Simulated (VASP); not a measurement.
Data:

```yaml
crystal:
  lattice:
    - [4.43428, 0.00000, 0.00000]
    - [0.00000, 4.43428, 0.00000]
    - [0.00000, 0.00000, 4.43428]
  atoms:
    - { symbol: Cs, position: [0.00000, 0.00000, 0.00000] }
    - { symbol: Br, position: [0.50000, 0.50000, 0.50000] }
```

All values below come from HSEsol screened hybrid, VASP's PBE PAW potentials (set 64) (plane waves; VASP). Run with 520 eV cut-off, 4×4×4 Γ-centred mesh, Gaussian smearing of 0.050 eV, potentials Cs_sv Br.

Give the stress tensor in GPa (positive for a compressed cell).

```
-1.45   0.00   0.00
 0.00  -1.45   0.00
 0.00   0.00  -1.45
```
The pressure is its mean diagonal, -1.45 GPa.

The compound is CsBr in the CsCl type structure. This cell is one point of a volume scan, at 1.03 of the reference volume. The cell's shape comes from a PBE relaxation.
